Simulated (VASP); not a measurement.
Calculation: LDA (Ceperley-Alder, Perdew-Zunger), VASP's LDA PAW potentials (set 64) (plane waves; VASP).

The input files of a VASP run:

**INCAR**
```
# general
SYSTEM   =  WSe2
PREC     =  Accurate
ENCUT    =  500   # plane-wave cut-off (eV)
LREAL    =  .FALSE.
LASPH    =  .TRUE.   # aspherical one-centre terms

# electronic loop
EDIFF    =  1E-6   # SCF stop (eV)
NELM     =  100   # most electronic steps
ALGO     =  Normal   # blocked Davidson
LMAXMIX  =  6

# smearing
ISMEAR   =  0   # Gaussian
SIGMA    =  0.05   # width (eV)

# ions
IBRION   =  2   # conjugate gradients
NSW      =  40   # most ionic steps
ISIF     =  3   # ions, shape and volume
EDIFFG   =  -0.02
PSTRESS  =  50

# output
LWAVE    =  .FALSE.
LCHARG   =  .FALSE.
```

**POSCAR**
```
WSe2
1
    1.6279266603    -2.8196513693     0.0000000000
    1.6279266603     2.8196513693     0.0000000000
    0.0000000000     0.0000000000    12.8224181946
W Se
2 4
Direct
  0.3333330000   0.6666670000   0.2500000000
  0.6666670000   0.3333330000   0.7500000000
  0.3333330000   0.6666670000   0.8802559253
  0.6666670000   0.3333330000   0.3802559253
  0.6666670000   0.3333330000   0.1197440747
  0.3333330000   0.6666670000   0.6197440747
```

**KPOINTS**
```
Automatic
0
G
8 8 2
```

POTCAR, in this order: W_sv Se (LDA.64 set). Program: vasp_std.

The run wrote:

### OSZICAR
```
...
   2 F= -.44640249E+02 E0= -.44640249E+02  d E =0.178151E+00
       N       E                     dE             d eps       ncg     rms          rms(c)
DAV:   1    -0.498649714368E+02   -0.18715E+01   -0.34821E+01  1317   0.531E+01    0.135E+01
DAV:   2    -0.487566488517E+02    0.11083E+01   -0.74678E+00  1421   0.178E+01    0.364E+00
DAV:   3    -0.484984186521E+02    0.25823E+00   -0.15722E+00  1428   0.507E+00    0.152E+00
DAV:   4    -0.484453435166E+02    0.53075E-01   -0.21541E-01  1429   0.300E+00    0.953E-01
DAV:   5    -0.484428540507E+02    0.24895E-02   -0.30374E-02  1580   0.102E+00    0.845E-01
DAV:   6    -0.484406000733E+02    0.22540E-02   -0.11929E-02  1493   0.548E-01    0.253E-01
DAV:   7    -0.484403562492E+02    0.24382E-03   -0.16281E-03  1394   0.289E-01    0.980E-02
DAV:   8    -0.484403608965E+02   -0.46473E-05   -0.13618E-04  1533   0.638E-02    0.423E-02
DAV:   9    -0.484403543766E+02    0.65199E-05   -0.38580E-05  1289   0.292E-02    0.111E-02
DAV:  10    -0.484403544567E+02   -0.80126E-07   -0.58376E-06  1448   0.110E-02
   3 F= -.44876721E+02 E0= -.44876721E+02  d E =-.583210E-01
       N       E                     dE             d eps       ncg     rms          rms(c)
DAV:   1    -0.485024199632E+02   -0.62066E-01   -0.36088E+00  1353   0.131E+01    0.214E+00
DAV:   2    -0.484442717635E+02    0.58148E-01   -0.30984E-01  1370   0.388E+00    0.700E-01
DAV:   3    -0.484318153307E+02    0.12456E-01   -0.33813E-02  1507   0.927E-01    0.486E-01
DAV:   4    -0.484297896740E+02    0.20257E-02   -0.62932E-03  1317   0.482E-01    0.447E-01
DAV:   5    -0.484292573277E+02    0.53235E-03   -0.15872E-03  1490   0.251E-01    0.103E-01
DAV:   6    -0.484291158197E+02    0.14151E-03   -0.73120E-04  1673   0.128E-01    0.343E-02
DAV:   7    -0.484291125834E+02    0.32363E-05   -0.96688E-05  1516   0.574E-02    0.164E-02
DAV:   8    -0.484291123327E+02    0.25073E-06   -0.43277E-06  1269   0.117E-02
   4 F= -.44913621E+02 E0= -.44913621E+02  d E =-.368998E-01
       N       E                     dE             d eps       ncg     rms          rms(c)
DAV:   1    -0.484446551405E+02   -0.15543E-01   -0.21471E+00  1353   0.101E+01    0.165E+00
DAV:   2    -0.484101157414E+02    0.34539E-01   -0.18559E-01  1363   0.301E+00    0.548E-01
DAV:   3    -0.484025750972E+02    0.75406E-02   -0.21278E-02  1515   0.729E-01    0.369E-01
DAV:   4    -0.484013280889E+02    0.12470E-02   -0.40070E-03  1339   0.388E-01    0.345E-01
DAV:   5    -0.484010240798E+02    0.30401E-03   -0.91291E-04  1489   0.190E-01    0.786E-02
DAV:   6    -0.484009345494E+02    0.89530E-04   -0.45083E-04  1643   0.100E-01    0.272E-02
DAV:   7    -0.484009325281E+02    0.20213E-05   -0.59785E-05  1545   0.450E-02    0.131E-02
DAV:   8    -0.484009323907E+02    0.13736E-06   -0.26722E-06  1089   0.933E-03
   5 F= -.44922208E+02 E0= -.44922208E+02  d E =-.454874E-01
       N       E                     dE             d eps       ncg     rms          rms(c)
DAV:   1    -0.485216498220E+02   -0.12072E+00   -0.60600E+00  1248   0.160E+01    0.217E+00
DAV:   2    -0.484186928068E+02    0.10296E+00   -0.89439E-01  1402   0.570E+00    0.112E+00
DAV:   3    -0.483991826360E+02    0.19510E-01   -0.63604E-02  1439   0.125E+00    0.505E-01
DAV:   4    -0.483927262032E+02    0.64564E-02   -0.20374E-02  1402   0.750E-01    0.254E-01
DAV:   5    -0.483925845710E+02    0.14163E-03   -0.13505E-03  1535   0.222E-01    0.164E-01
DAV:   6    -0.483925376983E+02    0.46873E-04   -0.26207E-04  1497   0.863E-02    0.342E-02
DAV:   7    -0.483925115636E+02    0.26135E-04   -0.11862E-04  1517   0.479E-02    0.652E-03
DAV:   8    -0.483925111640E+02    0.39963E-06   -0.44193E-06  1316   0.106E-02
   6 F= -.44952591E+02 E0= -.44952591E+02  d E =-.303831E-01
       N       E                     dE             d eps       ncg     rms          rms(c)
DAV:   1    -0.485694227736E+02   -0.17691E+00   -0.99712E+00  1248   0.206E+01    0.280E+00
DAV:   2    -0.484012888213E+02    0.16813E+00   -0.14401E+00  1402   0.728E+00    0.144E+00
DAV:   3    -0.483695617229E+02    0.31727E-01   -0.10374E-01  1460   0.159E+00    0.644E-01
DAV:   4    -0.483591564620E+02    0.10405E-01   -0.32191E-02  1394   0.958E-01    0.330E-01
DAV:   5    -0.483588752503E+02    0.28121E-03   -0.22428E-03  1515   0.289E-01    0.208E-01
DAV:   6    -0.483588090665E+02    0.66184E-04   -0.39431E-04  1526   0.106E-01    0.429E-02
DAV:   7    -0.483587705830E+02    0.38484E-04   -0.18035E-04  1502   0.597E-02    0.870E-03
DAV:   8    -0.483587698674E+02    0.71559E-06   -0.68858E-06  1327   0.137E-02
   7 F= -.44968694E+02 E0= -.44968694E+02  d E =-.464857E-01
       N       E                     dE             d eps       ncg     rms          rms(c)
DAV:   1    -0.484680846438E+02   -0.10931E+00   -0.20062E+00  1275   0.120E+01    0.320E+00
DAV:   2    -0.484148978035E+02    0.53187E-01   -0.23379E-01  1370   0.349E+00    0.744E-01
DAV:   3    -0.484025491770E+02    0.12349E-01   -0.55939E-02  1523   0.108E+00    0.339E-01
DAV:   4    -0.484002320467E+02    0.23171E-02   -0.10397E-02  1480   0.624E-01    0.226E-01
DAV:   5    -0.484000044976E+02    0.22755E-03   -0.11619E-03  1482   0.219E-01    0.193E-01
DAV:   6    -0.483999420791E+02    0.62418E-04   -0.34867E-04  1536   0.101E-01    0.456E-02
DAV:   7    -0.483999316704E+02    0.10409E-04   -0.80376E-05  1380   0.651E-02    0.236E-02
DAV:   8    -0.483999312704E+02    0.40004E-06   -0.49610E-06  1306   0.149E-02
   8 F= -.44962723E+02 E0= -.44962723E+02  d E =0.597113E-02
       N       E                     dE             d eps       ncg     rms          rms(c)
DAV:   1    -0.484072577376E+02   -0.73261E-02   -0.96524E-01  1282   0.829E+00    0.227E+00
DAV:   2    -0.483815615151E+02    0.25696E-01   -0.10845E-01  1370   0.239E+00    0.514E-01
DAV:   3    -0.483755997283E+02    0.59618E-02   -0.24498E-02  1514   0.728E-01    0.229E-01
DAV:   4    -0.483745825686E+02    0.10172E-02   -0.45590E-03  1450   0.414E-01    0.169E-01
DAV:   5    -0.483744570427E+02    0.12553E-03   -0.55191E-04  1490   0.152E-01    0.134E-01
DAV:   6    -0.483744268075E+02    0.30235E-04   -0.16405E-04  1513   0.685E-02    0.260E-02
DAV:   7    -0.483744232364E+02    0.35711E-05   -0.33184E-05  1420   0.416E-02    0.140E-02
DAV:   8    -0.483744229859E+02    0.25042E-06   -0.18672E-06   961   0.951E-03
   9 F= -.44970096E+02 E0= -.44970096E+02  d E =-.140189E-02
       N       E                     dE             d eps       ncg     rms          rms(c)
DAV:   1    -0.483803975704E+02   -0.59743E-02   -0.10116E-01  1276   0.230E+00    0.281E-01
DAV:   2    -0.483782090113E+02    0.21886E-02   -0.81071E-03  1454   0.475E-01    0.150E-01
DAV:   3    -0.483776572484E+02    0.55176E-03   -0.15227E-03  1450   0.243E-01    0.903E-02
DAV:   4    -0.483775711639E+02    0.86085E-04   -0.20890E-04  1497   0.772E-02    0.596E-02
DAV:   5    -0.483775554307E+02    0.15733E-04   -0.46066E-05  1367   0.349E-02    0.893E-03
DAV:   6    -0.483775542424E+02    0.11883E-05   -0.66600E-06  1339   0.148E-02    0.402E-03
DAV:   7    -0.483775541709E+02    0.71498E-07   -0.52422E-07   746   0.466E-03
  10 F= -.44970389E+02 E0= -.44970389E+02  d E =-.293309E-03
       N       E                     dE             d eps       ncg     rms          rms(c)
DAV:   1    -0.483770291344E+02    0.52511E-03   -0.86700E-03  1276   0.673E-01    0.826E-02
DAV:   2    -0.483768396733E+02    0.18946E-03   -0.71157E-04  1454   0.140E-01    0.441E-02
DAV:   3    -0.483767924281E+02    0.47245E-04   -0.13077E-04  1443   0.712E-02    0.265E-02
DAV:   4    -0.483767847981E+02    0.76299E-05   -0.18584E-05  1489   0.229E-02    0.177E-02
DAV:   5    -0.483767834822E+02    0.13160E-05   -0.41193E-06  1156   0.105E-02    0.291E-03
DAV:   6    -0.483767833654E+02    0.11676E-06   -0.52754E-07   648   0.497E-03
  11 F= -.44970448E+02 E0= -.44970448E+02  d E =-.351903E-03
```

**OUTCAR**
```
------------------------ aborting loop because EDIFF is reached ----------------------------------------
  FORCE on cell =-STRESS in cart. coord.  units (eV):
  Direction    XX          YY          ZZ          XY          YZ          ZX
  --------------------------------------------------------------------------------------
  Total        3.4011687      3.4011676      3.4155196     -0.0000000      0.0000000     -0.0000000
  in kB       49.9241575     49.9241417     50.1348083     -0.0000000      0.0000000     -0.0000000
  external PRESSURE =      -0.0056309 kB  Pullay stress =      50.0000000 kB
  volume of cell :      109.15
      direct lattice vectors                 reciprocal lattice vectors
     1.604725306 -2.779465323 -0.000000000     0.311579806 -0.179890713 -0.000000000
     1.604725306  2.779465323  0.000000000     0.311579806  0.179890713 -0.000000000
     0.000000000  0.000000000 12.235903661     0.000000000 -0.000000000  0.081726698
 POSITION                                       TOTAL-FORCE (eV/Angst)
 -----------------------------------------------------------------------------------
      1.60473      0.92649      3.05898        -0.000000     -0.000000     -0.000000
      1.60473     -0.92649      9.17693         0.000000      0.000000     -0.000000
      1.60473      0.92649     10.85451        -0.000000     -0.000000     -0.004497
      1.60473     -0.92649      4.73655         0.000000      0.000000     -0.004497
      1.60473     -0.92649      1.38140        -0.000000      0.000000      0.004497
      1.60473      0.92649      7.49935        -0.000000      0.000000      0.004497
 -----------------------------------------------------------------------------------
    total drift:                                0.000125      0.001039     -0.000033
  FREE ENERGIE OF THE ION-ELECTRON SYSTEM (eV)
  ---------------------------------------------------
  free  energy   TOTEN  =       -48.3767833654 eV

  energy  without entropy=      -48.3767833654  energy(sigma->0) =      -48.37678337
  enthalpy is  TOTEN    =       -44.9704478080 eV   P V=        3.4063355574

 reached required accuracy - stopping structural energy minimisation
```
(Selected blocks of OUTCAR.)

### CONTCAR
```
WSe2
   1.00000000000000
     1.6047253060232196   -2.7794653231080004   -0.0000000000000000
     1.6047253060232196    2.7794653231080004    0.0000000000000000
     0.0000000000000000    0.0000000000000000   12.2359036610363852
  W               Se
     2     4
Direct
     0.3333330000000032    0.6666669999999968    0.2500000000000000
     0.6666669999999968    0.3333330000000032    0.7500000000000000
     0.3333330000000032    0.6666669999999968    0.8871028871677170
     0.6666669999999968    0.3333330000000032    0.3871028871677170
     0.6666669999999968    0.3333330000000032    0.1128971128322830
     0.3333330000000032    0.6666669999999968    0.6128971128322830
```

Energy and stress use the plane-wave basis of the starting cell.

The compound is WSe2 in the 2H layered structure. This run relaxes it under an external pressure of 5 GPa. Symmetry was kept, so distortions that lower it aren't found.
